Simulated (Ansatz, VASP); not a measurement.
## BAs: VASP beside Ansatz

Wanted: the spread between two codes on one cell, functional and k mesh. The cell is taken from a series of runs on this material, whose earlier steps may have relaxed, scaled, displaced or heated it; both programs get it as it stands.

Main program and level: Ansatz 0.2.0; plane waves, with VASP 6.6.1 beside it; single point at r2SCAN, spin-orbit coupling.

## (1) The structure

Symmetry: R3m, No. 160, trigonal system. Conventional cell: a = 3.449 Å, b = 3.449 Å, c = 8.251 Å, α = 90.00°, β = 90.00°, γ = 120.00°. Nearest to B lie 4 As at 2.07 to 2.10 Å. As has 4 B at 2.07 to 2.10 Å nearest. Farther neighbours are not listed.

As a file:

```cif
data_structure
_symmetry_space_group_name_H-M 'P 1'
_symmetry_Int_Tables_number 1
_cell_length_a 3.3955
_cell_length_b 3.3955
_cell_length_c 3.3955
_cell_angle_alpha 61.051
_cell_angle_beta 61.051
_cell_angle_gamma 61.051
_cell_volume 28.34
loop_
_atom_site_label
_atom_site_type_symbol
_atom_site_fract_x
_atom_site_fract_y
_atom_site_fract_z
_atom_site_occupancy
B1 B 0.00059 0.00059 0.00059 1
As2 As 0.74941 0.74941 0.74941 1
```

## (2) VASP: single point, r2SCAN, spin-orbit coupling

A single point gives forces, pressure and levels at one fixed geometry, so differences don't come from the geometry; what else differs is listed under the comparison.

Lines of VASP's logs that name or quote its potential files are left out, and so is its time.

Contents of INCAR:

```
SYSTEM = BAs
PREC = Accurate
ENCUT = 460
EDIFF = 1E-06
NELM = 200
ISMEAR = 0
SIGMA = 0.01
LREAL = .FALSE.
ALGO = Normal
METAGGA = R2SCAN
LASPH = .TRUE.
LNONCOLLINEAR = .TRUE.
MAGMOM = 0 0 0 0 0 0
NBANDS = 20
GGA_COMPAT = .FALSE.
LSORBIT = .TRUE.
LORBIT = 11
LWAVE = .FALSE.
LCHARG = .FALSE.
ISIF = 2
EFERMI = MIDGAP
LMIXTAU = .TRUE.
KPAR = 2
```

Contents of POSCAR:

```
BAs
1.0
   -0.0381990155      2.4008391373      2.4008391373
    2.4008391373     -0.0381990155      2.4008391373
    2.4008391373      2.4008391373     -0.0381990155
B As
1 1
Direct
    0.0005880898      0.0005880898      0.0005880898
    0.7494119102      0.7494119102      0.7494119102
```

Contents of KPOINTS:

```
Automatic mesh
0
Gamma
8 8 8
0 0 0
```

The projector-augmented-wave data sets are B and As (PBE family, release 64).

Launch:

```sh
$ mpirun -np 2 vasp_ncl
```

Numbers of over 12 decimals in the logs are rounded to 6 here.

Output:

```text
[banner, memory and clock lines left out]
running    2 mpi-ranks, on    1 nodes
 distrk:  each k-point on    1 cores,    2 groups
 distr:  one band on    1 cores,    1 groups

 POSCAR found type information on POSCAR B As
 POSCAR found :  2 types and       2 ions
|                                                                             |
|               ----> ADVICE to this user running VASP <----                  |
|                                                                             |
|     You enforced a specific xc type in the INCAR file but a different       |
|     [... a line on the potential file left out ...]
|     I HOPE YOU KNOW WHAT YOU ARE DOING!                                     |
|                                                                             |

 LDA part: xc-table for (None), standard interpolation
 POSCAR, INCAR and KPOINTS ok, starting setup
 FFT: planning ... GRIDC
 FFT: planning ... GRID_SOFT
 FFT: planning ... GRID
 WAVECAR not read
 entering main loop
       N       E                     dE             d eps       ncg     rms          rms(c)
DAV:   1     0.447733232916E+01    0.44773E+01   -0.31112E+03  4800   0.658E+02
DAV:   2    -0.225660763350E+02   -0.27043E+02   -0.24905E+02  6524   0.126E+02
DAV:   3    -0.237934957832E+02   -0.12274E+01   -0.12137E+01  5956   0.235E+01
DAV:   4    -0.237986336683E+02   -0.51379E-02   -0.51366E-02  5636   0.175E+00
DAV:   5    -0.237986455539E+02   -0.11886E-04   -0.11885E-04  5684   0.917E-02    0.471E+00
DAV:   6    -0.221806669978E+02    0.16180E+01   -0.39815E-01  5132   0.546E+00    0.271E+00
DAV:   7    -0.220252188283E+02    0.15545E+00   -0.12977E-01  4944   0.352E+00    0.811E-01
DAV:   8    -0.220280477313E+02   -0.28289E-02   -0.15290E-01  4844   0.337E+00    0.402E-01
DAV:   9    -0.222063447521E+02   -0.17830E+00   -0.17799E-02  5496   0.119E+00    0.163E-01
DAV:  10    -0.222203361146E+02   -0.13991E-01   -0.20940E-03  5260   0.375E-01    0.137E-01
DAV:  11    -0.222387406483E+02   -0.18405E-01   -0.26308E-03  4992   0.570E-01    0.454E-02
DAV:  12    -0.222404387795E+02   -0.16981E-02   -0.18080E-03  5480   0.380E-01    0.159E-02
DAV:  13    -0.222405161584E+02   -0.77379E-04   -0.68547E-05  5348   0.759E-02    0.678E-03
DAV:  14    -0.222405134578E+02    0.27006E-05   -0.74359E-06  5444   0.261E-02    0.363E-03
DAV:  15    -0.222405214856E+02   -0.80277E-05   -0.35417E-06  5164   0.202E-02    0.143E-03
DAV:  16    -0.222405213133E+02    0.17227E-06   -0.33533E-07  4264   0.610E-03
   1 F= -.22240521E+02 E0= -.22240521E+02  d E =0.000000E+00  mag=    -0.0000    -0.0000    -0.0000
```

OUTCAR, selected parts (step 2):

```text
ion  position               nearest neighbor table
   1  0.001  0.001  0.001-   2 2.07   2 2.10   2 2.10   2 2.10
   2  0.749  0.749  0.749-   1 2.07   1 2.10   1 2.10   1 2.10

  LATTYP: Found a trigonal (rhomboedric) cell.
 ALAT       =     3.3955141424
 COS(alpha) =     0.4840280407

 Subroutine GETGRP returns: Found  6 space group operations
 (whereof  6 operations were pure point group operations)

The static configuration has the point symmetry C_3v.

 Found    120 irreducible k-points:

   k-points           NKPTS =    120   k-points in BZ     NKDIM =    120   number of bands    NBANDS=     20

   dimension x,y,z NGX =    24 NGY =   24 NGZ =   24
   dimension x,y,z NGXF=    48 NGYF=   48 NGZF=   48

   ENCUT  =  460.0 eV  33.81 Ry    5.81 a.u.   5.94  5.94  5.94*2*pi/ulx,y,z

   NELECT =       8.0000    total number of electrons

 k-points in reciprocal lattice and weights: Automatic mesh
   0.00000000  0.00000000  0.00000000       0.002
   0.12500000  0.00000000 -0.00000000       0.006
  -0.12500000  0.00000000  0.00000000       0.006
   0.25000000  0.00000000 -0.00000000       0.006
  -0.25000000  0.00000000  0.00000000       0.006
   0.37500000 -0.00000000 -0.00000000       0.006
  -0.37500000  0.00000000  0.00000000       0.006
   0.50000000  0.00000000 -0.00000000       0.006
   0.12500000  0.12500000 -0.00000000       0.006
[...]
-0.37500000  0.50000000  0.37500000       0.012
   0.50000000  0.50000000  0.50000000       0.002

 average (electrostatic) potential at core
       1 -28.6417       2 -53.7042

 E-fermi :   6.3638

 k-point     1 :       0.0000    0.0000    0.0000
  band No.  band energies     occupation
    ...
      4       5.4301      1.00000
      5       5.6129      1.00000
      6       5.6129      1.00000
      7       5.7278      1.00000
      8       5.7278      1.00000
      9       8.7915      0.00000
     10       8.7915      0.00000
     11       8.9401      0.00000
     12       8.9401      0.00000
     13       9.1571      0.00000
    ...

 k-point     2 :       0.1250    0.0000   -0.0000
  band No.  band energies     occupation
    ...
      4       3.4951      1.00000
      5       5.0834      1.00000
      6       5.0867      1.00000
      7       5.2636      1.00000
      8       5.2675      1.00000
      9       9.0755      0.00000
     10       9.1225      0.00000
     11       9.4443      0.00000
     12       9.4647      0.00000
     13       9.7844      0.00000
    ...

 k-point     3 :      -0.1250    0.0000    0.0000
  band No.  band energies     occupation
    ...
      4       3.4951      1.00000
      5       5.0834      1.00000
      6       5.0867      1.00000
      7       5.2636      1.00000
      8       5.2675      1.00000
      9       9.0755      0.00000
     10       9.1225      0.00000
     11       9.4443      0.00000
     12       9.4647      0.00000
     13       9.7844      0.00000
    ...

  Total       -0.7652119     -0.7652119     -0.7652119      0.4105906      0.4105906      0.4105906
  in kB      -43.2644120    -43.2644120    -43.2644120     23.2144371     23.2144371     23.2144371
  external PRESSURE =     -43.2644120 kB  Pullay stress =       0.0000000 kB

  energy-cutoff  :      460.00
  volume of cell :       28.34
      direct lattice vectors                 reciprocal lattice vectors
    -0.038199016  2.400839137  2.400839137    -0.203354928  0.206642758  0.206642758
     2.400839137 -0.038199016  2.400839137     0.206642758 -0.203354928  0.206642758
     2.400839137  2.400839137 -0.038199016     0.206642758  0.206642758 -0.203354928

 POSITION                                       TOTAL-FORCE (eV/Angst)
 -----------------------------------------------------------------------------------
      0.00280      0.00280      0.00280         0.002513      0.002513      0.002513
      3.56981      3.56981      3.56981        -0.002513     -0.002513     -0.002513
 -----------------------------------------------------------------------------------
    total drift:                               -0.000037     -0.000037     -0.000037

  FREE ENERGIE OF THE ION-ELECTRON SYSTEM (eV)
  ---------------------------------------------------
  free  energy   TOTEN  =       -22.2405213133 eV

  energy  without entropy=      -22.2405213133  energy(sigma->0) =      -22.24052131

 Spin-Orbit-Coupling matrix elements
 Ion:    1  E_soc:     -0.0000088
 Ion:    2  E_soc:     -0.0204230

 total charge
# of ion       s       p       d       tot
------------------------------------------
    1        0.663   1.122   0.000   1.785
    2        1.173   1.666   0.085   2.924
--------------------------------------------------
tot          1.836   2.788   0.085   4.709

 magnetization (x)
# of ion       s       p       d       tot
------------------------------------------
    1        0.000   0.000   0.000   0.000
    2        0.000  -0.000   0.000   0.000
--------------------------------------------------
tot          0.000   0.000   0.000   0.000

 magnetization (y)
# of ion       s       p       d       tot
------------------------------------------
    1        0.000   0.000   0.000   0.000
    2        0.000   0.000  -0.000   0.000
--------------------------------------------------
tot          0.000   0.000  -0.000   0.000

 magnetization (z)
# of ion       s       p       d       tot
------------------------------------------
    1        0.000   0.000   0.000   0.000
    2        0.000  -0.000   0.000  -0.000
--------------------------------------------------
tot          0.000   0.000   0.000   0.000

[... 3 further parts left out ...]
```

The run ends at a pressure of -4.33 GPa, with forces up to 0.0044 eV/Å.

(Part 1 of 2 ends here.)

[Lines on the potential files, build, host, timing and source positions are cut from VASP's logs without a mark.]

[Logs are printed without paths, hosts, clocks, repeated set-up lines and the standing remarks that a program may print on its own settings, such as how far it seeks lower states.]

[Hosts, paths, dates, database ids (printed as entryN), source tags and the programs' standing remarks are cut or masked in the printed files.]
